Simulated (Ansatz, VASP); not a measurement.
## Cross-check of TiSn between VASP and Ansatz

One calculation is typed for both programs; each brings its own data sets. How far apart do they land? The cell is generated by rule, not measured, and may not be a known phase. Of the first pair: The cell is taken from a series of runs on this material, whose earlier steps may have relaxed, scaled, displaced or heated it; both programs get it as it stands.

Method: plane waves, with VASP 6.6.1 beside it; relaxation of cell and atoms at PBE, in Ansatz 0.2.0.

## (1) The starting structure

Symmetry: P6_3/mmc, No. 194, hexagonal system. The conventional cell has a = 4.802 Å, b = 4.802 Å, c = 5.463 Å, α = 90.00°, β = 90.00°, γ = 120.00°. Nearest to Ti lie 5 Sn at 2.73 to 2.77 Å. Sn has 5 Ti at 2.73 to 2.77 Å nearest. Farther neighbours are not listed.

Coordinates:

```cif
data_structure
_symmetry_space_group_name_H-M 'P 1'
_symmetry_Int_Tables_number 1
_cell_length_a 4.8019
_cell_length_b 4.8019
_cell_length_c 5.4631
_cell_angle_alpha 90.000
_cell_angle_beta 90.000
_cell_angle_gamma 120.000
_cell_volume 109.09
loop_
_atom_site_label
_atom_site_type_symbol
_atom_site_fract_x
_atom_site_fract_y
_atom_site_fract_z
_atom_site_occupancy
Ti1 Ti 0.33333 0.66667 0.93750 1
Ti2 Ti 0.66667 0.33333 0.43750 1
Sn3 Sn 0.33333 0.66667 0.43750 1
Sn4 Sn 0.66667 0.33333 0.93750 1
```

## (2) Ansatz: relaxation of cell and atoms, PBE, pair 1

Ansatz runs on its default PAW (the set named soft_2) files.

The relaxed volume is the usual yardstick between codes: in a stiff, nearly cubic crystal its relative difference is about their pressure difference at one cell divided by the bulk modulus.

Contents of input.yaml:

```yaml
crystal:
  lattice:
    - [4.8018605545, 3.2194e-06, 0.0]
    - [-2.4009330653, 4.158531616, 0.0]
    - [0.0, 0.0, 5.4630864987]
  atoms:
    - { symbol: Ti, position: [0.3333333333, 0.6666666667, -0.0624999761] }
    - { symbol: Ti, position: [0.6666666667, 0.3333333333, 0.4375000239] }
    - { symbol: Sn, position: [0.3333333333, 0.6666666667, 0.4374999761] }
    - { symbol: Sn, position: [0.6666666667, 0.3333333333, 0.9374999761] }
kpoints:
  mp_grid: { grid: [12, 12, 8] }
hamiltonian:
  xc: pbe
scf:
  occupations: { method: gaussian, width: 0.1 }
output:
  forces: true
  stress: true
  eigenvalues: true
relax:
  adjacent_minimum: "off"
  f_tol: 0.005
  max_steps: 80
  cell: { stress_tol: 0.05 }
```

Launch:

```sh
> ansatz run input.yaml --threads 4 --pin off --max-ram 7168MiB --backend cpu --events-out ev --progress --plain --runs-dir out
```

Numbers of over 12 decimals in the logs are rounded to 6 here.

Log:

```text
Engine: ansatz 0.2.0, aarch64-unknown-linux-gnu
Pseudopotentials: kind: paw
Pseudopotential: Ti, paw, valence charge 12, recommended cutoff 420 eV (normal), Ti.paw.azcp
Pseudopotential: Sn, paw, valence charge 14, recommended cutoff 420 eV (normal), Sn.paw.azcp
Functional definition: PBE
  parameter kappa = 0.804
  parameter beta = 0.066725
  exchange = pbe_x(kappa = kappa, mu = beta*pi^2/3)
  correlation = pbe_c(beta = beta)
Crystal: 4 atoms, lattice volume = 109.091 Å³
Basis set: ecut = 420 eV, 2119 PW (Γ), exchange–correlation on 72×72×80 points (8 copies of the dense FFT grid, shifted against one another)
Bands: 32, of which v1, the nominal top of the filled ones, is band 26 counted from 1 (25 counted from 0)
Symmetry: 24 space group operations
Space group: P63/mmc (ITA 194), of the structure as read, at distance tolerance 4.8e-5 Å
k-points: 95 of 1152
Non-local potential: Ti, projectors of the file, l = 0: 3, l = 1: 2, l = 2: 3, l = 3: 1
Non-local potential: Sn, projectors of the file, l = 0: 2, l = 1: 2, l = 2: 2, l = 3: 2
PAW form: soft (Blöchl's): semilocal exchange-correlation on the pseudo side does not see the compensation charge
PAW one-centre angular grid: Ti, 590 points (default); XC on 64 Gauss nodes
PAW one-centre angular grid: Sn, 590 points (default); XC on 64 Gauss nodes
Initial density: superposition of atomic densities (neutral atoms: chi_scale 0, normalization atom), corrected by the library's trained network
Initial wavefunctions: pseudopotential atomic-orbital guess
Functional: x = pbe(κ = 0.804, μ = 0.219515), c = pbe(β = 0.066725)
SCF iter   1: F=—  HF=-17046.846107 eV  |F-HF|=—  |Δ(HF+E_count)|=         —  Δρ=7.82e-3  dr2=8.37e-2  ethr=1.77e-3  ⟨swp⟩=6.1  Hψ=13239  notcnv=0
preconditioner: auto → LDOS  [metal: Δε(μ)=0.031 eV  Ē_g=13.894 eV  σ=0.100 eV  W_gap=0.17  n_scr=22 (ndim 8)  ℏωp=21.3 eV  f_vac=0.066  D(μ)=1.18/eV (n_scr^D=2)  β→1.0]
SCF iter   2: F=—  HF=-17046.865237 eV  |F-HF|=—  |Δ(HF+E_count)|=   1.91e-2  Δρ=1.15e-2  dr2=2.01e-1  ethr=1.61e-4  ⟨swp⟩=2.2  Hψ=6731  notcnv=0  defer=116
SCF iter   3: F=—  HF=-17046.830331 eV  |F-HF|=—  |Δ(HF+E_count)|=   3.49e-2  Δρ=2.18e-3  dr2=6.14e-3  ethr=1.61e-4  ⟨swp⟩=2.1  Hψ=5631  notcnv=0  defer=116
SCF iter   4: F=—  HF=-17046.829105 eV  |F-HF|=—  |Δ(HF+E_count)|=   1.23e-3  Δρ=2.51e-4  dr2=8.00e-5  ethr=1.18e-5  ⟨swp⟩=2.0  Hψ=3507  notcnv=0  defer=115
SCF iter   5: F=—  HF=-17046.829144 eV  |F-HF|=—  |Δ(HF+E_count)|=   3.96e-5  Δρ=4.33e-5  dr2=1.96e-6  ethr=1.54e-7  ⟨swp⟩=2.0  Hψ=5302  notcnv=0  defer=111
SCF iter   6: F=-17046.829144 eV  HF=-17046.829144 eV  |F-HF|=4.59e-8  |Δ(HF+E_count)|=   1.63e-9  Δρ=9.27e-6  dr2=7.34e-8  ethr=1.92e-10  ⟨swp⟩=7.3  Hψ=14795  notcnv=0
SCF 1 converged in 6 iterations: F = -17046.829144 eV  dr2 = 7.34e-8
  greatest PAW one-centre occupation: 0.999 electrons in one spin orbital (limit 2), on the Ti atom at site 1 (counted from 0), in its partial waves of l = 0
relax step   1: F+E_penalty+E_count = -17046.82914431 eV  Δ(F+E_penalty+E_count) = +0.000e0 eV  max|allowed force component| = 2.371e-17 eV/Å  Δτ_max = 0.0000 Å  P = +0.064 GPa  Ω = 109.091 Å³  (6 SCF iters, dr2 threshold 1.00e-7 eV, accepted)
[...]
relax step   2: F+E_penalty+E_count = -17046.82911740 eV  Δ(F+E_penalty+E_count) = +2.691e-5 eV  max|allowed force component| = 1.879e-17 eV/Å  Δτ_max = 0.0000 Å  P = -0.061 GPa  Ω = 109.310 Å³  energy of the carried Pulay correction = -2.854e-5 eV  (5 SCF iters, dr2 threshold 1.82e-8 eV, accepted)
[...]
relax step   3: F+E_penalty+E_count = -17046.82915247 eV  Δ(F+E_penalty+E_count) = -3.507e-5 eV  max|allowed force component| = 1.041e-17 eV/Å  Δτ_max = 0.0000 Å  P = -0.000 GPa  Ω = 109.203 Å³  energy of the carried Pulay correction = -1.454e-5 eV  (4 SCF iters, dr2 threshold 1.70e-8 eV, accepted)
[...]
relax step   4: F+E_penalty+E_count = -17046.82916676 eV  Δ(F+E_penalty+E_count) = -1.429e-5 eV  max|allowed force component| = 1.966e-17 eV/Å  Δτ_max = 0.0000 Å  P = -0.000 GPa  Ω = 109.203 Å³  stress off target by 4.70e-4 GPa  SCF on the basis re-selected at this cell (its energy is not comparable with the rows above)  (4 SCF iters)
basis re-selected at this cell: Δ(F+E_penalty+E_count) = -1.429e-5 eV, ΔP = -0.000 GPa vs the last step (what re-selecting the basis moved, of the pressure what is left beyond the Pulay correction that the steps carried, after the strain that the cell walked since its last selection, with what the two solves' SCF thresholds leave and, on support functions, any second-order correction that the steps lacked; it is no m [...]
SCF converged after 4 iterations
Free energy (F): -17046.829167 eV
Harris-Foulkes:  -17046.829167 eV  (|F-HF|=0.00e0)
Internal energy: -17046.822335 eV  (E = F + TS)
E sigma→0 (E₀):  -17046.825751 eV
Entropy (-TS):   -0.006832 eV (-1.708 meV/atom)
Fermi energy:    8.558573 eV
--- Per-component energies (eV) ---
  E_band       = -642.683393
  E_kinetic    = 917.404939
  E_local      = -4468.480544  (includes V_loc(G=0)·N_el)
  E_nonlocal   = -44.847534
  E_hartree    = 2222.146296
  E_xc         = -957.823781
  E_vxc        = -433.340001  (∫ρ·V_xc dr)
  E_paw        = -10371.165355  (= ΣΔE_a)
  E_vpaw       = -1057.713304  (= ΣTr[D̂ρ^β])
  E_aug_tail   = 0.000260  (compensation charges beyond the density's cutoff)
  E_ewald      = -4344.056615
  E_smearing   = -0.006832  (= −TS)
  E_closure    = 0.000000  (closes the sum)
  Σ components = -17046.829167   (vs F -17046.829167, Δ=0.00e0)
--- Forces (eV/Å), atoms counted from 1 ---
  atom   1  Ti     0.00000000     0.00000000    -0.00000000
  atom   2  Ti    -0.00000000     0.00000000     0.00000000
  atom   3  Sn     0.00000000     0.00000000    -0.00000000
  atom   4  Sn    -0.00000000     0.00000000     0.00000000
  max |Σ_I F_I| component: 4.63e-18 eV/Å
--- Stress (GPa, compression-positive) ---
        0.000077      -0.000000      -0.000000
        0.000000       0.000077      -0.000000
       -0.000000      -0.000000      -0.000470
  P = ⅓ Tr σ = -0.0001 GPa (-0.001 kbar)
--- Band table (eV; the first three rows and the last of 95) ---
  k-point 0: bands = [... 22 lower, 7.0449, 7.5533, 7.5533, 8.7499, 8.7499, 9.2833, 9.7108, 9.7108, ... 2 higher]
  k-point 1: bands = [... 22 lower, 7.0297, 7.4729, 7.4729, 8.8522, 8.8522, 9.0514, 9.7258, 9.7258, ... 2 higher]
  k-point 2: bands = [... 22 lower, 7.0009, 7.3050, 7.3050, 8.4361, 9.0823, 9.0823, 9.7362, 9.7362, ... 2 higher]
  k-point 94: bands = [... 22 lower, 6.7780, 6.7780, 7.9369, 7.9369, 8.8825, 8.8825, 9.5918, 9.5918, ... 2 higher]
--- Relaxed structure (3 steps of the walk, 3 accepted, 1 SCFs on fresh bases) ---
  F+E_penalty+E_count = -17046.82916676 eV   max|allowed force component| = 1.966e-17 eV/Å   (the final SCF, on the basis selected at the relaxed cell)
  cell:  # Å, volume = 109.2026 Å³
    - [4.803414, 3.2204230080084485e-6, 0.0]
    - [-2.401710, 4.159877, 0.0]
    - [0.0, 0.0, 5.465153]
  atoms:
    - { symbol: Ti, position: [0.333333, 0.666667, -0.062500] }
    - { symbol: Ti, position: [0.666667, 0.333333, 0.4375] }
    - { symbol: Sn, position: [0.333333, 0.666667, 0.4375] }
    - { symbol: Sn, position: [0.666667, 0.333333, 0.937500] }
```

## (3) VASP: relaxation of cell and atoms, PBE, pair 1

The same cell, functional, mesh and smearing now go to VASP, with its own data sets.

Lines of VASP's logs that name or quote its potential files are left out, and so is its time.

Contents of INCAR:

```
SYSTEM = TiSn
PREC = Accurate
ENCUT = 500
EDIFF = 1E-07
NELM = 120
ISMEAR = 0
SIGMA = 0.1
LREAL = .FALSE.
ALGO = Normal
GGA = PE
NBANDS = 32
LASPH = .TRUE.
LORBIT = 11
LWAVE = .FALSE.
LCHARG = .FALSE.
ISIF = 3
IBRION = 2
NSW = 80
EDIFFG = -0.005
GGA_COMPAT = .FALSE.
NELMIN = 4
KPAR = 2
```

Contents of POSCAR:

```
TiSn
1.0
    4.8018610000      0.0000030000      0.0000000000
   -2.4009330000      4.1585320000      0.0000000000
    0.0000000000      0.0000000000      5.4630860000
Ti Sn
2 2
Direct
    0.3333331838      0.6666665064      0.9374999771
    0.6666664878      0.3333332532      0.4374999771
    0.3333331838      0.6666665064      0.4374999771
    0.6666664878      0.3333332532      0.9375001602
```

Contents of KPOINTS:

```
Automatic mesh
0
Gamma
12 12 8
0 0 0
```

PAW data sets: Ti_sv and Sn_d (PBE family, release 64).

Launch:

```sh
> mpirun -np 2 vasp_std
```

Log:

```text
[banner, memory and clock lines left out]
running    2 mpi-ranks, on    1 nodes
 distrk:  each k-point on    1 cores,    2 groups
 distr:  one band on    1 cores,    1 groups

 POSCAR found type information on POSCAR TiSn
 POSCAR found :  2 types and       4 ions
 LDA part: xc-table for (Slater+PW92), standard interpolation
 POSCAR, INCAR and KPOINTS ok, starting setup
 FFT: planning ... GRIDC
 FFT: planning ... GRID_SOFT
 FFT: planning ... GRID
 WAVECAR not read
 entering main loop
       N       E                     dE             d eps       ncg     rms          rms(c)
DAV:   1     0.587692128408E+03    0.58769E+03   -0.26874E+04  6088   0.221E+03
DAV:   2     0.564254760400E+02   -0.53127E+03   -0.52431E+03  6112   0.597E+02
DAV:   3    -0.185356933696E+02   -0.74961E+02   -0.74145E+02  8696   0.202E+02
DAV:   4    -0.260592279951E+02   -0.75235E+01   -0.74765E+01  9424   0.540E+01
DAV:   5    -0.266010541473E+02   -0.54183E+00   -0.54175E+00  8736   0.101E+01    0.136E+01
DAV:   6    -0.233879836790E+02    0.32131E+01   -0.51262E+01  7872   0.361E+01    0.761E+00
DAV:   7    -0.224784996315E+02    0.90948E+00   -0.11925E+01  7744   0.199E+01    0.313E+00
DAV:   8    -0.224420500607E+02    0.36450E-01   -0.11062E+00  8456   0.636E+00    0.121E+00
DAV:   9    -0.224302651109E+02    0.11785E-01   -0.11969E-01  7944   0.225E+00    0.544E-01
DAV:  10    -0.224320100480E+02   -0.17449E-02   -0.30391E-02  8904   0.925E-01    0.162E-01
DAV:  11    -0.224316818099E+02    0.32824E-03   -0.57717E-03  7912   0.473E-01    0.779E-02
DAV:  12    -0.224316851097E+02   -0.32998E-05   -0.52367E-04  9184   0.127E-01    0.148E-02
DAV:  13    -0.224316892494E+02   -0.41396E-05   -0.31001E-05  7776   0.388E-02    0.598E-03
DAV:  14    -0.224316907883E+02   -0.15389E-05   -0.52015E-06  7536   0.124E-02    0.314E-03
DAV:  15    -0.224316913095E+02   -0.52120E-06   -0.15038E-06  6704   0.547E-03    0.102E-03
DAV:  16    -0.224316911196E+02    0.18991E-06   -0.16315E-07  5288   0.327E-03    0.423E-04
DAV:  17    -0.224316910934E+02    0.26188E-07   -0.16366E-08  4872   0.100E-03
   1 F= -.22431691E+02 E0= -.22428235E+02  d E =-.224317E+02
 curvature:   0.00 expect dE= 0.000E+00 dE for cont linesearch  0.000E+00
 trial: gam= 0.00000 g(F)=  0.152E-39 g(S)=  0.724E-04 ort = 0.000E+00 (trialstep = 0.100E+01)
 search vector abs. value=  0.724E-04
 bond charge predicted
       N       E                     dE             d eps       ncg     rms          rms(c)
DAV:   1    -0.224327365206E+02   -0.10454E-02   -0.26329E-02  6976   0.182E+00    0.217E-01
DAV:   2    -0.224319310621E+02    0.80546E-03   -0.49566E-03  7552   0.638E-01    0.823E-02
DAV:   3    -0.224317502042E+02    0.18086E-03   -0.80562E-04  8432   0.207E-01    0.471E-02
DAV:   4    -0.224317027675E+02    0.47437E-04   -0.29668E-04  9080   0.125E-01    0.202E-02
DAV:   5    -0.224317019071E+02    0.86040E-06   -0.26104E-05  8552   0.365E-02    0.135E-02
DAV:   6    -0.224317015220E+02    0.38512E-06   -0.53081E-06  9488   0.118E-02    0.685E-03
DAV:   7    -0.224317003673E+02    0.11547E-05   -0.19660E-06  8440   0.879E-03    0.119E-03
DAV:   8    -0.224317002695E+02    0.97752E-07   -0.18567E-07  5752   0.245E-03
   2 F= -.22431700E+02 E0= -.22428246E+02  d E =-.917611E-05
 trial-energy change:   -0.000009  1 .order   -0.000009   -0.000072    0.000054
 step:   0.5749(harm=  0.5749)  dis= 0.00000  next Energy=   -22.431712 (dE=-0.208E-04)
 bond charge predicted
       N       E                     dE             d eps       ncg     rms          rms(c)
DAV:   1    -0.224318968726E+02   -0.19651E-03   -0.47453E-03  6992   0.771E-01    0.918E-02
DAV:   2    -0.224317483472E+02    0.14853E-03   -0.88472E-04  7472   0.269E-01    0.350E-02
DAV:   3    -0.224317150633E+02    0.33284E-04   -0.14064E-04  8392   0.864E-02    0.197E-02
DAV:   4    -0.224317086208E+02    0.64425E-05   -0.52159E-05  9080   0.514E-02    0.864E-03
DAV:   5    -0.224317095773E+02   -0.95647E-06   -0.45338E-06  8544   0.151E-02    0.583E-03
DAV:   6    -0.224317110332E+02   -0.14559E-05   -0.95929E-07  8168   0.500E-03    0.293E-03
DAV:   7    -0.224317116681E+02   -0.63489E-06   -0.37339E-07  6640   0.412E-03    0.475E-04
DAV:   8    -0.224317116977E+02   -0.29620E-07   -0.32324E-08  3848   0.146E-03
   3 F= -.22431712E+02 E0= -.22428257E+02  d E =-.206043E-04
 curvature:  -0.29 expect dE=-0.109E-07 dE for cont linesearch -0.100E-07
 trial: gam=-0.02145 g(F)=  0.235E-39 g(S)=  0.381E-07 ort = 0.159E-05 (trialstep = 0.915E+00)
 search vector abs. value=  0.325E-08
 reached required accuracy - stopping structural energy minimisation
```

From OUTCAR (step 3):

```text
ion  position               nearest neighbor table
   1  0.333  0.667  0.937-   3 2.73   3 2.73   4 2.77   4 2.77   4 2.77
   2  0.667  0.333  0.437-   4 2.73   4 2.73   3 2.77   3 2.77   3 2.77
   3  0.333  0.667  0.437-   1 2.73   1 2.73   2 2.77   2 2.77   2 2.77
   4  0.667  0.333  0.938-   2 2.73   2 2.73   1 2.77   1 2.77   1 2.77

  LATTYP: Found a hexagonal cell.
 ALAT       =     4.8018610000
 C/A-ratio  =     1.1377018202

 Subroutine GETGRP returns: Found 24 space group operations
 (whereof  6 operations were pure point group operations)

The static configuration has the point symmetry C_3v.
 The point group associated with its full space group is D_6h.

 Found     95 irreducible k-points:

   k-points           NKPTS =     95   k-points in BZ     NKDIM =     95   number of bands    NBANDS=     32

   dimension x,y,z NGX =    36 NGY =   36 NGZ =   40
   dimension x,y,z NGXF=    72 NGYF=   72 NGZF=   80

   ENCUT  =  500.0 eV  36.75 Ry    6.06 a.u.   8.75  8.75  9.96*2*pi/ulx,y,z

   NELECT =      52.0000    total number of electrons

 k-points in reciprocal lattice and weights: Automatic mesh
   0.00000000  0.00000000  0.00000000       0.001
   0.08333333  0.00000000  0.00000000       0.005
   0.16666667  0.00000000  0.00000000       0.005
   0.25000000  0.00000000  0.00000000       0.005
   0.33333333  0.00000000  0.00000000       0.005
   0.41666667  0.00000000  0.00000000       0.005
   0.50000000  0.00000000  0.00000000       0.003
   0.08333333  0.08333333  0.00000000       0.005
   0.16666667  0.08333333  0.00000000       0.010
[...]
0.33333333  0.25000000  0.50000000       0.010
   0.33333333  0.33333333  0.50000000       0.002

 average (electrostatic) potential at core
       1 -75.7098       2 -75.7098       3-100.4971       4-100.4971

 E-fermi :   5.6097

 k-point     1 :       0.0000    0.0000    0.0000
  band No.  band energies     occupation
    ...
     21       3.3551      2.00000
     22       4.0955      2.00000
     23       4.0955      2.00000
     24       4.6018      2.00000
     25       4.6018      2.00000
     26       5.8026      0.00639
     27       5.8026      0.00639
     28       6.3366      0.00000
     29       6.7618      0.00000
     30       6.7618      0.00000
    ...

 k-point     2 :       0.0833    0.0000    0.0000
  band No.  band energies     occupation
    ...
     21       3.3867      2.00000
     22       4.0293      2.00000
     23       4.0866      2.00000
     24       4.5519      2.00000
     25       4.6685      2.00000
     26       5.7454      0.05491
     27       5.7805      0.01572
     28       6.3668      0.00000
     29       6.7821      0.00000
     30       6.7981      0.00000
    ...

 k-point     3 :       0.1667    0.0000    0.0000
  band No.  band energies     occupation
    ...
     22       3.8335      2.00000
     23       4.0788      2.00000
     24       4.4665      2.00000
     25       4.8451      2.00000
     26       5.5867      1.25474
     27       5.7246      0.10414
     28       6.4243      0.00000
     29       6.8330      0.00000
     30       6.8992      0.00000
     31       7.4126      0.00000
    ...

  Total       -0.0002290     -0.0002290      0.0017474     -0.0000000     -0.0000000      0.0000000
  in kB       -0.0033611     -0.0033611      0.0256474     -0.0000000     -0.0000000      0.0000000
  external PRESSURE =       0.0063084 kB  Pullay stress =       0.0000000 kB

  energy-cutoff  :      500.00
  volume of cell :      109.16
      direct lattice vectors                 reciprocal lattice vectors
     4.802056686  0.000003000  0.000000000     0.208244031  0.120229919  0.000000000
    -2.401030843  4.158701469  0.000000000    -0.000000150  0.240459587 -0.000000000
    -0.000000000  0.000000000  5.466004103     0.000000000 -0.000000000  0.182949003

 POSITION                                       TOTAL-FORCE (eV/Angst)
 -----------------------------------------------------------------------------------
     -0.00000      2.77247      5.12438        -0.000000      0.000000     -0.000000
      2.40103      1.38624      2.39138         0.000000     -0.000000      0.000000
     -0.00000      2.77247      2.39138         0.000000      0.000000      0.000000
      2.40103      1.38624      5.12438        -0.000000      0.000000     -0.000000
 -----------------------------------------------------------------------------------
    total drift:                                0.002360      0.002411     -0.000420

  FREE ENERGIE OF THE ION-ELECTRON SYSTEM (eV)
  ---------------------------------------------------
  free  energy   TOTEN  =       -22.4317116977 eV

  energy  without entropy=      -22.4248020646  energy(sigma->0) =      -22.42825688

 reached required accuracy - stopping structural energy minimisation

 total charge
# of ion       s       p       d       tot
------------------------------------------
    1        2.169   6.074   1.912  10.155
    2        2.169   6.074   1.912  10.155
    3        1.179   1.380   9.953  12.513
    4        1.179   1.380   9.953  12.513
--------------------------------------------------
tot          6.697  14.909  23.730  45.336

[... 3 further parts left out ...]
```

The run keeps the 24 symmetry operations of its start, so it cannot find a distortion of lower symmetry.

## (4) Side by side

Known differences besides the potentials themselves: the cutoff is 420 eV in Ansatz and 500 eV in VASP; Ansatz adds a Pulay correction to the stress that steers its cell, VASP none. Total energies have different zeros and are not compared.

Both answers:

| quantity | Ansatz | VASP | difference |
| --- | --- | --- | --- |
| volume (Å³) | 109.20 | 109.16 | +0.04 % |
| edge a after relaxation, in the typed setting (Å) | 4.803 | 4.802 | +0.03 % |
| edge c after relaxation, in the typed setting (Å) | 5.465 | 5.466 | -0.01 % |

(Part 1 of 2 ends here.)

[Lines on the potential files, build, host, timing and source positions are cut from VASP's logs without a mark.]

[Logs are printed without paths, hosts, clocks, repeated set-up lines and the standing remarks that a program may print on its own settings, such as how far it seeks lower states.]

[Hosts, paths, dates, database ids (printed as entryN), source tags and the programs' standing remarks are cut or masked in the printed files.]
